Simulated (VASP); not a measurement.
Here is the system:

```xyz
1
Lattice="2.6825 0.0000 0.0000 0.0000 2.6825 0.0000 0.0000 0.0000 2.6825" Properties=species:S:1:pos:R:3 pbc="T T T"
Nb     0.0000     0.0000     0.0000
```

Computed with PBEsol GGA, VASP's PBE PAW potentials (set 64) (plane waves; VASP). Run with 400 eV cut-off, 15×15×15 Γ-centred mesh, tetrahedra with Blöchl corrections, potentials Nb_sv.

**Question.** Predict the energy per atom (σ→0), band gap (on the k-mesh) with the smallest direct gap where there is one.

**Answer.** 
```yaml
band gap (on the k-mesh): none (metal, semimetal or under 0.01 eV)
energy per atom (σ→0): -9.916 eV/atom
```

The structure was generated: Nb was put into the simple-cubic type (Pm-3m), which need not be its known phase. It was relaxed first.
